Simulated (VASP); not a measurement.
# Na2B (Cmmm) in VASP: reference runs

Aim: a first look at Na2B with PBE, on the cell as given.

Program: VASP 6.6.1. These are calculated values, not measurements. Logs are shortened: lines on timing, memory, paths and dates and some standing lists are left out, and cuts for length are marked.

### 1 The structure

It takes space group Cmmm (No. 65, orthorhombic). Conventional cell: a = 5.426 Å, b = 5.607 Å, c = 3.671 Å, α = 90.00°, β = 90.00°, γ = 90.00°. Na (site symmetry 2/m) has 2 B at 1.95 Å as nearest neighbours. Around B (site symmetry mmm) lie 4 Na at 1.95 Å.

The cell was built by a generator and needn't be a form met in nature.

### 2 Single point, PBE

INCAR

```
SYSTEM = Na2B
PREC = Accurate
ENCUT = 520
EDIFF = 1E-7
ISMEAR = -1
SIGMA = 0.05
LREAL = .False.
LASPH = .True.
NELM = 100
ALGO = Normal
ISIF = 2
LWAVE = .False.
LCHARG = .False.
GGA = PE
NBANDS = 16
```

KPOINTS

```
regular mesh
0
Gamma
  7 7 7
  0 0 0
```

POSCAR

```
Na2B
1.0
    2.7127986800     -2.8034367100      0.0000000000
    2.7127986800      2.8034367100      0.0000000000
    0.0000000000      0.0000000000      3.6709346900
Na B
2 1
Direct
    0.0000000000      0.5000000000      0.5000000000
    0.5000000000      0.0000000000      0.5000000000
    0.0000000000      0.0000000000      0.5000000000
```

Potentials or basis: VASP PAW PBE potentials, release 64 (Na_pv, B).

Run with:

```bash
> cat potpaw_PBE.64/Na_pv/POTCAR potpaw_PBE.64/B/POTCAR > POTCAR
> mpirun -np 1 vasp_std > vasp.out
```

OUTCAR:

```text
SYSTEM = Na2B
   PREC = Accurate
   ENCUT = 520
   EDIFF = 1E-7
   ISMEAR = -1
   LREAL = .False.
   LASPH = .True.
   NELM = 100
   ISIF = 2
   GGA = PE

 ion  position               nearest neighbor table
   1  0.000  0.500  0.500-   3 1.95   3 1.95   2 2.71   2 2.71
   2  0.500  0.000  0.500-   3 1.95   3 1.95   1 2.71   1 2.71
   3  0.000  0.000  0.500-   1 1.95   2 1.95   1 1.95   2 1.95

  LATTYP: Found a base centered orthorhombic cell.
 ALAT       =     5.4255973600
 B/A-ratio  =     1.0334112629
 C/A-ratio  =     0.6765954874

  Lattice vectors:

 A1 = (   2.7127986800,  -2.8034367100,   0.0000000000)
 A2 = (   2.7127986800,   2.8034367100,   0.0000000000)
 A3 = (   0.0000000000,   0.0000000000,   3.6709346900)

Analysis of symmetry for initial positions (statically):
=====================================================================
 Subroutine PRICEL returns:
 Original cell was already a primitive cell.

 Routine SETGRP: Setting up the symmetry group for a
 base centered orthorhombic supercell.

 Subroutine GETGRP returns: Found  8 space group operations
 (whereof  8 operations were pure point group operations)
 out of a pool of  8 trial point group operations.

The static configuration has the point symmetry D_2h.

Analysis of symmetry for dynamics (positions and initial velocities):
=====================================================================
 Subroutine PRICEL returns:
 Original cell was already a primitive cell.

 Routine SETGRP: Setting up the symmetry group for a
 base centered orthorhombic supercell.

 Subroutine GETGRP returns: Found  8 space group operations
 (whereof  8 operations were pure point group operations)
 out of a pool of  8 trial point group operations.

The dynamic configuration has the point symmetry D_2h.

 Subroutine INISYM returns: Found  8 space group operations
 (whereof  8 operations are pure point group operations),
 and found     1 'primitive' translations

----------------------------------------------------------------------------------------

                                     Primitive cell

  volume of cell :      55.8361

  direct lattice vectors                    reciprocal lattice vectors
     2.712798680 -2.803436710  0.000000000     0.184311502 -0.178352519  0.000000000
     2.712798680  2.803436710  0.000000000     0.184311502  0.178352519  0.000000000
     0.000000000  0.000000000  3.670934690     0.000000000  0.000000000  0.272410186

  length of vectors
     3.901093957  3.901093957  3.670934690     0.256476804  0.256476804  0.272410186

  position of ions in fractional coordinates (direct lattice)
[... 86 lines left out ...]
   NFREE  =      0    steps in history (QN), initial steepest desc. (CG)
   ISIF   =      2    stress and relaxation
   ISYM   =      2    0-nonsym 1-usesym 2-fastsym
   POTIM  = 0.5000    time-step for ionic-motion
   TEBEG  =    0.0;   TEEND  =   0.0 temperature during run
   PSTRESS=    0.0 pullay stress
   NELECT =      17.0000    total number of electrons
   NUPDOWN=      -1.0000    fix difference up-down
   EMIN   =  10.00;   EMAX   =-10.00  energy-range for DOS
   EFERMI =   0.00;   METHOD = LEGACY
   ISMEAR =    -1;   SIGMA  =   0.05  broadening in eV -4-tet -1-fermi 0-gaus
   EFERMI_NEDOS =   21; number of points for ismear=-14 and -15
   IALGO  =     38    algorithm
   IMIX   =      4    mixing-type and parameters
     AMIX     =   0.40;   BMIX     =  1.00
     AMIX_MAG =   1.60;   BMIX_MAG =  1.00
  volume/ion in A,a.u.               =      18.61       125.60
  Fermi-wavevector in a.u.,A,eV,Ry     =   1.101335  2.081222 16.503037  1.212939
  Thomas-Fermi vector in A             =   2.237761
   LORBIT       =      0    0 simple, 1 ext, 2 COOP (PROOUT), +10 PAW based schemes
   GGA     = PE    functional components
   LHFCALC =     F    Hartree Fock is set to
   AEXX    =    0.0000 exact exchange contribution
   IVDW    =     0    specifies the selected vdW correction
   LEPSILON=     F    determine dielectric tensor
   LRPA    =     F    only Hartree local field effects (RPA)
 non-spin polarized calculation
  energy-cutoff  :      520.00
  volume of cell :       55.84
 maximum number of plane-waves:      1518
 NGX is ok and might be reduce to    30
   NGX = 15   NGY = 15   NGZ = 13

 number of electron      17.0000035 magnetization

 Free energy of the ion-electron system (eV)
  ---------------------------------------------------
  ext. energy  EPLUGINS =         0.00000000
  ---------------------------------------------------
  free energy    TOTEN  =        -1.02670727 eV

  energy without entropy =       -1.00813473  energy(sigma->0) =       -1.01742100

 E-fermi :   1.4851     XC(G=0):  -8.1181

 val. band max:        1.4762747868   @ k =   0.4286   0.2857   0.2857
 cond. band min:       1.5025270226   @ k =  -0.1429   0.1429   0.1429
 fundamental gap:      0.0262522357
 Fermi energy:         1.4851055698

 k-point     1 :       0.0000    0.0000    0.0000
  band No.  band energies     occupation
      1     -23.0091      2.00000
      2     -22.9404      2.00000
      3     -22.5708      2.00000
      4     -22.5611      2.00000
      5     -22.5390      2.00000
      6     -22.4749      2.00000
[... 433 lines left out ...]
      3     -22.7161      2.00000
      4     -22.5545      2.00000
      5     -22.5313      2.00000
      6     -22.5086      2.00000
[... 8 lines left out ...]
     15      12.2552      0.00000
     16      13.1956      0.00000

 [... further k-points ...]

------------------------ aborting loop because EDIFF is reached ----------------------------------------

  FORCE on cell =-STRESS in cart. coord.  units (eV):
  Direction    XX          YY          ZZ          XY          YZ          ZX
  --------------------------------------------------------------------------------------
  -------------------------------------------------------------------------------------
  Total       17.6169658     18.1551184     -1.6870776     -0.0000000      0.0000000      0.0000000
  in kB      505.5064711    520.9483811    -48.4095070     -0.0000000      0.0000000      0.0000000
  external PRESSURE =     326.0151151 kB  Pullay stress =       0.0000000 kB

 VOLUME and BASIS-vectors are now :
 -----------------------------------------------------------------------------
  energy-cutoff  :      520.00
  volume of cell :       55.84
      direct lattice vectors                 reciprocal lattice vectors
     2.712798680 -2.803436710  0.000000000     0.184311502 -0.178352519  0.000000000
     2.712798680  2.803436710  0.000000000     0.184311502  0.178352519  0.000000000
     0.000000000  0.000000000  3.670934690     0.000000000  0.000000000  0.272410186

 POSITION                                       TOTAL-FORCE (eV/Angst)
 -----------------------------------------------------------------------------------
      1.35640      1.40172      1.83547         0.000000     -0.000000      0.000000
      1.35640     -1.40172      1.83547         0.000000      0.000000      0.000000
      0.00000      0.00000      1.83547         0.000000     -0.000000      0.000000
 -----------------------------------------------------------------------------------
    total drift:                                0.000000      0.000000     -0.000000

  FREE ENERGIE OF THE ION-ELECTRON SYSTEM (eV)
  ---------------------------------------------------
  free  energy   TOTEN  =        -1.0267072741 eV

  energy  without entropy=       -1.0081347270  energy(sigma->0) =       -1.01742100
```

OSZICAR:

```text
N       E                     dE             d eps       ncg     rms          rms(c)
DAV:   1     0.128878851603E+03    0.12888E+03   -0.88860E+03  2056   0.113E+03
DAV:   2     0.394537351346E+01   -0.12493E+03   -0.12032E+03  2336   0.313E+02
DAV:   3    -0.237698203853E+01   -0.63224E+01   -0.62537E+01  2480   0.741E+01
DAV:   4    -0.246402339112E+01   -0.87041E-01   -0.87022E-01  2576   0.979E+00
DAV:   5    -0.246546582011E+01   -0.14424E-02   -0.14424E-02  2600   0.120E+00    0.443E+00
DAV:   6    -0.110781216377E+01    0.13577E+01   -0.17813E+00  2752   0.738E+00    0.123E+00
DAV:   7    -0.102698455834E+01    0.80828E-01   -0.38128E-01  2536   0.312E+00    0.538E-01
DAV:   8    -0.102815623412E+01   -0.11717E-02   -0.22180E-02  2304   0.150E+00    0.178E-01
DAV:   9    -0.102675053993E+01    0.14057E-02   -0.41619E-03  2696   0.489E-01    0.602E-02
DAV:  10    -0.102669236526E+01    0.58175E-04   -0.60932E-04  2440   0.270E-01    0.335E-02
DAV:  11    -0.102671059266E+01   -0.18227E-04   -0.95908E-05  2432   0.967E-02    0.100E-02
DAV:  12    -0.102670740638E+01    0.31863E-05   -0.23201E-05  2296   0.255E-02    0.457E-03
DAV:  13    -0.102670730753E+01    0.98854E-07   -0.19136E-06  2488   0.815E-03    0.108E-03
DAV:  14    -0.102670727406E+01    0.33468E-07   -0.20863E-07  2488   0.237E-03
   1 F= -.10267073E+01 E0= -.10174210E+01  d E =-.185725E-01
```

stdout:

```text
POSCAR found type information on POSCAR NaB
 POSCAR found :  2 types and       3 ions
 scaLAPACK will be used
 LDA part: xc-table for (Slater+PW92), standard interpolation
 POSCAR, INCAR and KPOINTS ok, starting setup
 FFT: planning ... GRIDC
 FFT: planning ... GRID_SOFT
 FFT: planning ... GRID
 WAVECAR not read
 entering main loop
```

It took 29 s on 1 thread of AMD EPYC 9R45 (Zen 5), shared host; peak memory 0.16 GiB.

Results:

```yaml
Free_energy: -1.0267 eV
Pressure: 32.6 GPa
Band_gap_on_the_k_mesh: none (metal or under the smearing width)
```

Caveat: a pressure of tens of GPa on the cell as given is suspect, and the run, the potentials or the cell itself is likely at fault.
